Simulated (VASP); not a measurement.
Data:

```xyz
2
Lattice="3.2500 0.0000 0.0000 0.0000 3.2500 0.0000 0.0000 0.0000 3.2500" Properties=species:S:1:pos:R:3 pbc="T T T"
In     1.6250     1.6250     1.6250
Pd     0.0000     0.0000     0.0000
```
Cell charge +0.1.

These are PBE GGA, VASP's PBE PAW potentials (set 64) (plane waves; VASP) values and carry that method's errors. Settings: NELECT = 22.9, 400 eV cut-off, 10×10×10 Γ-centred mesh, Gaussian smearing of 0.050 eV, potentials In_d Pd.

The cell is charged, with a uniform compensating background. Unless said otherwise, spin-orbit coupling is left out, though it shifts the bands of the heavy elements here.

Problem. Estimate the energy per atom (σ→0), pressure, band gap (on the k-mesh) with the smallest direct gap where there is one.

Solution. 
| Property | Result |
|---|---|
| band gap (on the k-mesh) | none (metal, semimetal or under 0.01 eV) |
| energy per atom (σ→0) | -4.900 eV/atom |
| pressure | -1.33 GPa |

The absolute energy has meaning only against runs of the same code, potentials and settings.

The compound is PdIn in the CsCl type structure. The cell was not relaxed at this level. The run is one of a series of settings (ISMEAR = 0, NELECT = 22.9, SIGMA = 0.05 against the base run), some of them coarse on purpose. The electron count is odd and the run is not spin-polarised, which forces a metal.
